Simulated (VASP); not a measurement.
Output of a VASP run:

### OSZICAR
```
       N       E                     dE             d eps       ncg     rms          rms(c)
DAV:   1     0.188383336226E+03    0.18838E+03   -0.12546E+04   586   0.168E+03
DAV:   2     0.759270015867E+01   -0.18079E+03   -0.17771E+03   652   0.380E+02
DAV:   3    -0.115315036808E+02   -0.19124E+02   -0.18712E+02   733   0.117E+02
DAV:   4    -0.120885825234E+02   -0.55708E+00   -0.55652E+00   709   0.217E+01
DAV:   5    -0.121012974052E+02   -0.12715E-01   -0.12707E-01   885   0.325E+00    0.475E+00
DAV:   6    -0.118492258980E+02    0.25207E+00   -0.64577E-01   865   0.866E+00    0.308E+00
DAV:   7    -0.118345634852E+02    0.14662E-01   -0.14979E-01   698   0.269E+00    0.101E+00
DAV:   8    -0.118347585341E+02   -0.19505E-03   -0.12216E-02   700   0.110E+00    0.269E-01
DAV:   9    -0.118353151302E+02   -0.55660E-03   -0.14430E-03   674   0.321E-01    0.817E-02
DAV:  10    -0.118353285181E+02   -0.13388E-04   -0.13048E-04   844   0.880E-02    0.320E-02
DAV:  11    -0.118353627362E+02   -0.34218E-04   -0.55530E-05   615   0.466E-02    0.995E-03
DAV:  12    -0.118353627968E+02   -0.60596E-07   -0.25479E-06   634   0.140E-02
   1 F= -.12494819E+02 E0= -.12494819E+02  d E =-.124948E+02
       N       E                     dE             d eps       ncg     rms          rms(c)
DAV:   1    -0.118376848589E+02   -0.23221E-02   -0.12047E-01   724   0.459E+00    0.373E-01
DAV:   2    -0.118344812545E+02    0.32036E-02   -0.78775E-03   705   0.126E+00    0.179E-01
DAV:   3    -0.118335066261E+02    0.97463E-03   -0.31844E-03   731   0.802E-01    0.507E-02
DAV:   4    -0.118334860244E+02    0.20602E-04   -0.25654E-04   638   0.138E-01    0.209E-02
DAV:   5    -0.118334814841E+02    0.45403E-05   -0.21214E-05   880   0.567E-02    0.900E-03
DAV:   6    -0.118334820252E+02   -0.54109E-06   -0.32438E-06   510   0.201E-02
   2 F= -.12495459E+02 E0= -.12495459E+02  d E =-.639516E-03
       N       E                     dE             d eps       ncg     rms          rms(c)
DAV:   1    -0.118331592242E+02    0.32226E-03   -0.56543E-03   723   0.999E-01    0.801E-02
DAV:   2    -0.118330087205E+02    0.15050E-03   -0.36694E-04   702   0.277E-01    0.386E-02
DAV:   3    -0.118329639016E+02    0.44819E-04   -0.14993E-04   734   0.175E-01    0.110E-02
DAV:   4    -0.118329640232E+02   -0.12162E-06   -0.12619E-05   615   0.308E-02    0.449E-03
DAV:   5    -0.118329641274E+02   -0.10420E-06   -0.69951E-07   303   0.127E-02
   3 F= -.12495485E+02 E0= -.12495485E+02  d E =-.665934E-03
       N       E                     dE             d eps       ncg     rms          rms(c)
DAV:   1    -0.118346426786E+02   -0.16787E-02   -0.24230E-02   716   0.181E+00    0.142E-01
DAV:   2    -0.118341459598E+02    0.49672E-03   -0.17129E-03   716   0.564E-01    0.765E-02
DAV:   3    -0.118339640932E+02    0.18187E-03   -0.41379E-04   718   0.297E-01    0.191E-02
DAV:   4    -0.118339547983E+02    0.92949E-05   -0.34962E-05   836   0.576E-02    0.894E-03
DAV:   5    -0.118339523373E+02    0.24610E-05   -0.31207E-06   532   0.200E-02    0.204E-03
DAV:   6    -0.118339523230E+02    0.14302E-07   -0.61591E-07   307   0.911E-03
   4 F= -.12495551E+02 E0= -.12495551E+02  d E =-.654987E-04
```

OUTCAR:
```
------------------------ aborting loop because EDIFF is reached ----------------------------------------
 Edisp (eV)   -0.66160
  FORCE on cell =-STRESS in cart. coord.  units (eV):
  Direction    XX          YY          ZZ          XY          YZ          ZX
  --------------------------------------------------------------------------------------
  Total      -0.01610    -0.01610    -0.05564     0.00000    -0.00000     0.00000
  in kB      -0.31849    -0.31849    -1.10035     0.00000    -0.00000     0.00000
  external pressure =       -0.58 kB  Pullay stress =        0.00 kB
  volume of cell :       81.01
      direct lattice vectors                 reciprocal lattice vectors
     1.929601187 -3.342167514  0.000000000     0.259120902 -0.149603513 -0.000000000
     1.929601187  3.342167514 -0.000000000     0.259120902  0.149603513 -0.000000000
     0.000000000  0.000000000  6.280799145     0.000000000  0.000000000  0.159215408
 POSITION                                       TOTAL-FORCE (eV/Angst)
 -----------------------------------------------------------------------------------
      1.92960     -3.34217      0.00000         0.000000      0.000000      0.000000
      1.92960      1.11406      1.59353         0.000000      0.000000     -0.010124
      1.92960     -1.11406      4.68727        -0.000000     -0.000000      0.010124
 -----------------------------------------------------------------------------------
    total drift:                               -0.000000     -0.000000      0.000000
  FREE ENERGIE OF THE ION-ELECTRON SYSTEM (eV)
  ---------------------------------------------------
  free  energy   TOTEN  =       -12.4955507429 eV

  energy  without entropy=      -12.4955507429  energy(sigma->0) =      -12.49555074

 reached required accuracy - stopping structural energy minimisation
```
(Selected blocks of OUTCAR.)

File POSCAR:
```
SnSe2
1
    1.9362233474    -3.3536374346    -0.0000000000
    1.9362233474     3.3536374346    -0.0000000000
    0.0000000000     0.0000000000     6.2623102549
Sn Se
1 2
Direct
  0.0000000000   0.0000000000   0.0000000000
  0.3333330000   0.6666670000   0.2530789713
  0.6666670000   0.3333330000   0.7469210287
```

Q: Reconstruct the remaining input files.

A: Several could match; the one computed here: the input of the run itself, PBE GGA with D3 dispersion (zero damping), plane waves, VASP's PBE PAW potentials (set 64).

**INCAR**
```
LWAVE = F
SIGMA = 0.05   # width (eV)
IVDW = 11
LASPH = T   # aspherical one-centre terms
GGA = PE
NSW = 60
ALGO = Normal   # blocked Davidson
LMAXMIX = 4   # l cut-off of mixed one-centre charges
LREAL = F
NELM = 100
EDIFFG = -0.02
PREC = Accurate
SYSTEM = SnSe2
ISIF = 3
EDIFF = 1E-6
ENCUT = 520   # plane-wave cut-off (eV)
ISMEAR = 0
IBRION = 2
LCHARG = F
```

File KPOINTS:
```
Automatic mesh
0
Gamma
6 6 3
0 0 0
```

POTCAR, in this order: Sn_d Se (PBE.64 set). Program: vasp_std.

The compound is SnSe2 in the 1T layered structure. This run relaxes it. Symmetry was kept, so distortions that lower it aren't found. The start is the result of an earlier pass.
